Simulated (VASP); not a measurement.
Method: LDA (Ceperley-Alder, Perdew-Zunger), VASP's LDA PAW potentials (set 64) (plane waves; VASP 6.6.1).

A VASP calculation is set up with these files.

**INCAR**
```
ALGO = Normal
EDIFF = 1E-6
ENCUT = 300
ISIF = 2
ISMEAR = -1
LASPH = .True.
LCHARG = .False.
LMAXMIX = 4
LREAL = .False.
LWAVE = .False.
NELM = 100
PREC = Accurate
SIGMA = 0.1
SYSTEM = YP
```

### KPOINTS
```
kpoints
0
G
6 6 6
0 0 0
```

POSCAR:
```
YP
1
   -1.8906180000     1.8906180000     6.4007000000
    1.8906180000    -1.8906180000     6.4007000000
    1.8906180000     1.8906180000    -6.4007000000
Y P
2 2
Direct
  0.7500000000   0.7500000000   0.0000000000
  0.5000000000   0.0000000000   0.5000000000
  0.1660000000   0.1660000000   0.0000000000
  0.9160000000   0.4160000000   0.5000000000
```

POTCAR, in this order: Y_sv P (LDA.64 set). Program: vasp_std.

At this cut-off the stress carries a Pulay error, which pulls relaxed volumes low.

### Question
Estimate the energy per atom (σ→0), pressure, largest force, band gap (on the k-mesh).

### Answer

```
Item                                                         Value
------------------------  ----------------------------------------
energy per atom (σ→0)                               -7.774 eV/atom
band gap (on the k-mesh)  none (metal, semimetal or under 0.01 eV)
pressure                                                -40.0 kbar
largest force                                           0.123 eV/Å
```

File OSZICAR:
```
...
DAV:   8    -0.311333113798E+02    0.73727E-01   -0.12867E+00  1316   0.478E+00    0.111E+00
DAV:   9    -0.311154381760E+02    0.17873E-01   -0.21289E-01  1448   0.193E+00    0.520E-01
DAV:  10    -0.311130680152E+02    0.23702E-02   -0.10711E-02  1824   0.627E-01    0.253E-01
DAV:  11    -0.311130722385E+02   -0.42233E-05   -0.46774E-03  1664   0.289E-01    0.181E-01
DAV:  12    -0.311129812278E+02    0.91011E-04   -0.62182E-04  1416   0.129E-01    0.376E-02
DAV:  13    -0.311129843343E+02   -0.31065E-05   -0.32619E-05  1740   0.355E-02    0.194E-02
DAV:  14    -0.311129842433E+02    0.91014E-07   -0.10366E-06   952   0.604E-03
   1 F= -.31112984E+02 E0= -.31097396E+02  d E =-.311774E-01
```

The structure was generated: YP was put into an ordered model structure, which need not be its known phase. The cell was not relaxed at this level. The k-mesh is coarse (spacing up to 0.39 per Å, 2π included), so the numbers may not be converged in it. The run is one of a series of settings (GGA removed, POTCAR Y_sv P (LDA.64 set) against the base run), some of them coarse on purpose.
